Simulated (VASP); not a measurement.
VASP runs on CsI (a trial cell in the PtS structure, space group P4_2/mmc) share one base input (PBE GGA, plane waves, VASP's PBE PAW potentials (set 64)) and change the settings named in each case.

INCAR:
```
ISMEAR=0   ! Gaussian
LWAVE=.False.
NELM=100   ! most electronic steps
PREC=Accurate
ENCUT=400
LREAL=.False.
LMAXMIX=4
SYSTEM=CsI
SIGMA=0.05   ! width (eV)
LCHARG=.False.
ALGO=Normal
LASPH=.True.
EDIFF=1E-6
GGA=PE   ! PBE
ISIF=2
```

### POSCAR
```
CsI
9.7367160
  0.5679214635   0.0000000000   0.0000000000
  0.0000000000   0.5679214635   0.0000000000
  0.0000000000   0.0000000000   1.0000000000
Cs I
2 2
Cartesian
  0.0000000000   0.2839607317   0.0000000000
  0.2839607317   0.0000000000   0.5000000000
  0.0000000000   0.0000000000   0.2500000000
  0.0000000000   0.0000000000   0.7500000000
```

File KPOINTS:
```
Automatic mesh
0
Gamma
4 4 2
0 0 0
```

POTCAR, in this order: Cs_sv I (PBE.64 set). Program: vasp_std.

```csv
change,E(σ→0) (eV/atom),pressure (GPa),gap on the mesh (eV)
base run,-2.6010,0.66,3.11
GGA = RE,-2.4618,1.11,3.30
IVDW = 12,-2.7434,0.33,3.11
IVDW = 11,-2.7415,0.48,3.11
GGA = 91,-2.6331,0.64,3.12
"GGA removed, LMIXTAU = .TRUE., METAGGA = R2SCAN",-26.3745,0.62,3.68
GGA = AM,-2.5836,0.52,3.36
```
 Energies of different potentials or functionals have different zeros. Unless said otherwise, spin-orbit coupling is left out, though it shifts the bands of the heavy elements here.

Left out are runs that ran out of time, are held back, or changed the cell or the kind of run, fixed moments of cells without a moment, rows past the twelfth, gaps on odd meshes, pressures of charged cells and columns that move by less than the noise.

The structure was generated: CsI was put into the PtS type (P4_2/mmc), which need not be its known phase. The cell was not relaxed at this level.
